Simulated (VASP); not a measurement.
# CoMo$_{2}$B$_{2}$ (space group Immm): computed properties

Calculation: PBEsol GGA, VASP's PBE PAW potentials (set 64) (plane waves; VASP).

```yaml
space_group: Immm (71)
cell: a = 3.145 Å, b = 4.523 Å, c = 7.052 Å, α = β = γ = 90.00°
volume_per_atom: 10.03 Å³/atom
band gap (over mesh and band path): none (metal, semimetal or under 0.01 eV)
density: 9.02 g/cm³
```

```xyz
5
Lattice="-1.5726 2.2617 3.5260 1.5726 -2.2617 3.5260 1.5726 2.2617 -3.5260" Properties=species:S:1:pos:R:3 pbc="T T T"
Co     0.0000     0.0000     0.0000
B      0.0000     0.9311     3.5260
B      1.5726     1.3306     0.0000
Mo     0.0000     2.2617     1.4158
Mo     1.5726     0.0000     2.1102
```

The structure comes from a computed database's CoMo2B2 entry (Immm); how it stands against other phases isn't given here. It was relaxed first. Symmetry was kept, so distortions that lower it aren't found. The run is not spin-polarised, so no magnetic state was tried. The electron count is odd and the run is not spin-polarised, which forces a metal.
